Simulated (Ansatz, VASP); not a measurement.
**TaAl4: VASP beside Ansatz**

```
Ta Al
1.0
    -3.04993    3.04993    3.04993
     3.04993   -3.04993    3.04993
     3.04993    3.04993   -3.04993
Ta Al
1 4
Direct
  0.00000 0.00000 0.00000
  0.50000 0.50000 0.50000
  0.00000 0.00000 0.50000
  0.00000 0.50000 0.00000
  0.50000 0.00000 0.00000
```

Alike in both runs: functional PBE; k mesh 10 × 10 × 10; occupations gaussian, width 0.1 eV; no spin polarisation.

Ansatz relaxed the structure, and its values are those at the end. VASP's run is a single point on that final structure, the one shown.

|  | VASP | Ansatz |
| --- | --- | --- |
| version | VASP 6.6.1 | Ansatz 0.2.0 |
| potentials or method | VASP PAW PBE potentials, release 64 (Ta_pv, Al) | scalar-relativistic, plane waves, PAW |
| plane-wave cutoff (eV) | 520 | 420 |
| valence electrons in the cell | 23 | 25 |

```csv
,VASP,Ansatz,Ansatz less VASP
gap on the k mesh at the Fermi level (eV),none,none,-
pressure (GPa),0.0,0.0,+0.01
```

A gap of «none» marks a metal or a gap that the smearing closes. The two sets of potentials don't hold the same shells in valence.

The runs have no spin-orbit coupling, so splittings on Ta are missing.
